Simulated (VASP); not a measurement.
Output of a VASP run:

### OSZICAR
```
       N       E                     dE             d eps       ncg     rms          rms(c)
DAV:   1     0.311054810118E+03    0.31105E+03   -0.98491E+03  2456   0.991E+02
DAV:   2     0.553097210498E+00   -0.31050E+03   -0.30553E+03  2896   0.487E+02
DAV:   3    -0.136798241526E+02   -0.14233E+02   -0.13579E+02  3949   0.123E+02
DAV:   4    -0.139838414362E+02   -0.30402E+00   -0.30158E+00  3779   0.148E+01
DAV:   5    -0.139876971899E+02   -0.38558E-02   -0.38527E-02  4044   0.188E+00    0.719E+00
DAV:   6    -0.126233494131E+02    0.13643E+01   -0.31437E+00  3239   0.180E+01    0.211E+00
DAV:   7    -0.124628664497E+02    0.16048E+00   -0.74167E-01  3332   0.786E+00    0.931E-01
DAV:   8    -0.124532079033E+02    0.96585E-02   -0.45547E-02  3196   0.245E+00    0.297E-01
DAV:   9    -0.124506199606E+02    0.25879E-02   -0.14139E-02  3283   0.113E+00    0.263E-02
DAV:  10    -0.124506377524E+02   -0.17792E-04   -0.17543E-04  3523   0.161E-01    0.863E-03
DAV:  11    -0.124506331662E+02    0.45862E-05   -0.48012E-06  3259   0.225E-02    0.207E-03
DAV:  12    -0.124506354513E+02   -0.22851E-05   -0.35829E-07  1693   0.729E-03    0.113E-03
DAV:  13    -0.124506352017E+02    0.24960E-06   -0.94885E-08  1633   0.513E-03
   1 F= -.12450635E+02 E0= -.12450778E+02  d E =0.427571E-03
```

File OUTCAR:
```
------------------------ aborting loop because EDIFF is reached ----------------------------------------
  FORCE on cell =-STRESS in cart. coord.  units (eV):
  Direction    XX          YY          ZZ          XY          YZ          ZX
  --------------------------------------------------------------------------------------
  Total       -1.0497949     -1.0497949     -1.4826729     -0.0000000      0.0000000     -0.0000000
  in kB      -31.6969368    -31.6969375    -44.7670198     -0.0000000      0.0000000     -0.0000000
  external PRESSURE =     -36.0536314 kB  Pullay stress =       0.0000000 kB
  volume of cell :       53.06
      direct lattice vectors                 reciprocal lattice vectors
     1.688100000 -2.923875000  0.000000000     0.296190984 -0.171005942  0.000000000
     1.688100000  2.923875000  0.000000000     0.296190984  0.171005942  0.000000000
     0.000000000  0.000000000  5.375400000     0.000000000  0.000000000  0.186032667
 POSITION                                       TOTAL-FORCE (eV/Angst)
 -----------------------------------------------------------------------------------
      1.68810      0.97463      1.34385        -0.000000     -0.000000      0.000000
      1.68810     -0.97463      4.03155         0.000000      0.000000      0.000000
 -----------------------------------------------------------------------------------
    total drift:                                0.000132      0.000710     -0.000015
  FREE ENERGIE OF THE ION-ELECTRON SYSTEM (eV)
  ---------------------------------------------------
  free  energy   TOTEN  =       -12.4506352017 eV

  energy  without entropy=      -12.4510627723  energy(sigma->0) =      -12.45077773
```
(Selected blocks of OUTCAR.)

### POSCAR
```
Sc
1
    1.6881000000    -2.9238750000     0.0000000000
    1.6881000000     2.9238750000     0.0000000000
    0.0000000000     0.0000000000     5.3754000000
Sc
2
Direct
  0.3333330000   0.6666670000   0.2500000000
  0.6666670000   0.3333330000   0.7500000000
```

Question: Write an INCAR and KPOINTS that could have produced this output.

Answer: Several could match; the one computed here: the input of the run itself, PBE GGA, plane waves, VASP's PBE PAW potentials (set 64).

### KPOINTS
```
Automatic mesh
0
Gamma
11 11 6
0 0 0
```

### INCAR
```
ALGO  =  Normal
EDIFF  =  1E-6
ENCUT  =  400
GGA  =  PE
ISIF  =  2
ISMEAR  =  1
LASPH  =  .TRUE.
LCHARG  =  .FALSE.
LMAXMIX  =  4
LREAL  =  .FALSE.
LWAVE  =  .FALSE.
NBANDS  =  19
NELM  =  100
PREC  =  Accurate
SIGMA  =  0.1
SYSTEM  =  Sc
```

POTCAR, in this order: Sc_sv (PBE.64 set). Program: vasp_std.

The compound is Sc in the hcp structure. The cell was not relaxed at this level. The run is one of a series of settings (NBANDS = 19 against the base run), some of them coarse on purpose.
